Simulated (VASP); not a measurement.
```
Cr2B
1.0
    3.74769     0.00000     0.00000
   -1.87384     3.24559     0.00000
    0.00000     0.00000     4.59194
B Cr
2 4
Direct
  0.33333   0.66667   0.25000
  0.66667   0.33333   0.75000
  0.00000   0.00000   0.00000
  0.00000   0.00000   0.50000
  0.33333   0.66667   0.75000
  0.66667   0.33333   0.25000
```
Starting moments (μB, in the order of the record's atoms B B Cr Cr Cr Cr): 0.0 0.0 3.0 3.0 3.0 3.0.

Computed with PBE GGA, VASP's PBE PAW potentials (set 64) (plane waves; VASP). Numerical set-up: 400 eV cut-off, 4×4×3 Γ-centred mesh, Gaussian smearing of 0.050 eV, potentials B Cr_pv.

At this cut-off the stress carries a Pulay error, which pulls relaxed volumes low. Energy and stress use the plane-wave basis of the starting cell. The moments were started parallel, and other spin orders were not tried in this run.

Q: The ions, cell shape and volume are relaxed. What does this cell relax into?

A: 
```
Cr2B
1.0
    3.82913     0.00000     0.00000
   -1.91457     3.31613     0.00000
    0.00000     0.00000     4.53880
B Cr
2 4
Direct
  0.33333   0.66667   0.25000
  0.66667   0.33333   0.75000
  0.00000   0.00000   0.00000
  0.00000   0.00000   0.50000
  0.33333   0.66667   0.75000
  0.66667   0.33333   0.25000
```
Space group P6_3/mmc (194), at a tolerance of 0.03 Å. The cell ends with 2.67 μB, on the sites -0.03 -0.03 -0.10 -0.10 1.43 1.43 μB.

Q: How do energy and volume change from the first to the last step?

A: The energy (σ→0) changes by -16.8 meV/atom and the volume by +3.2 %, in 5 ionic steps.

| step | E(σ→0) (eV) | max force (eV/Å) | pressure (GPa) | volume (Å³) |
|---|---|---|---|---|
| 1 | -51.4189 | 0.000 | 9.28 | 55.85 |
| 2 | -51.4237 | 0.000 | -10.83 | 60.30 |
| 3 | -51.5085 | 0.000 | -1.76 | 58.05 |
| 4 | -51.5194 | 0.000 | 0.14 | 57.58 |
| 5 | -51.5196 | 0.000 | -0.08 | 57.63 |

The structure was generated: Cr2B was put into an ordered model structure (P6_3/mmc), which need not be its known phase. This run relaxes it. Symmetry was kept, so distortions that lower it aren't found. The k-mesh is coarse (spacing up to 0.47 per Å, 2π included), so the numbers may not be converged in it. The run is one of a series of settings (EDIFFG = -0.01, IBRION = 2, ISIF = 3, NSW = 50 against the base run), some of them coarse on purpose.
